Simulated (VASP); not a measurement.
Input:

```yaml
crystal:
  lattice:
    - [3.48867, 0.00000, 0.00000]
    - [0.00000, 3.48867, 0.00000]
    - [0.00000, 0.00000, 3.48867]
  atoms:
    - { symbol: Si, position: [0.00000, 0.00000, 0.00000] }
    - { symbol: Ni, position: [0.00000, 0.50000, 0.50000] }
    - { symbol: Ni, position: [0.50000, 0.00000, 0.50000] }
    - { symbol: Ni, position: [0.50000, 0.50000, 0.00000] }
```

Method: rev-vdW-DF2, VASP's PBE PAW potentials (set 64) (plane waves; VASP). Numerical set-up: 520 eV cut-off, 9×9×9 Γ-centred mesh, first-order Methfessel-Paxton smearing of 0.10 eV, potentials Si Ni.

Q: Give the energy at these volumes per atom, relative to the lowest: 9.98, 10.30, 10.61, 10.93, 11.25 Å³.

A: 29.5, 7.0, 0.0, 6.2, 23.3 meV/atom. A third-order Birch-Murnaghan fit gives B0 = 219 GPa and B0′ = 4.8.

Measured: a 3.510 Å (computed value off by -0.6 %), as given by Metallic Nickel Silicides: Experiments and Theory for NiSi and First Principles Calculations for Other Phases, …. The calculation is for a static lattice, while the measured a holds thermal and zero-point effects, which are part of the difference.

The compound is Ni3Si in the L1_2 structure. It was relaxed first. The run is not spin-polarised, so no magnetic state was tried.
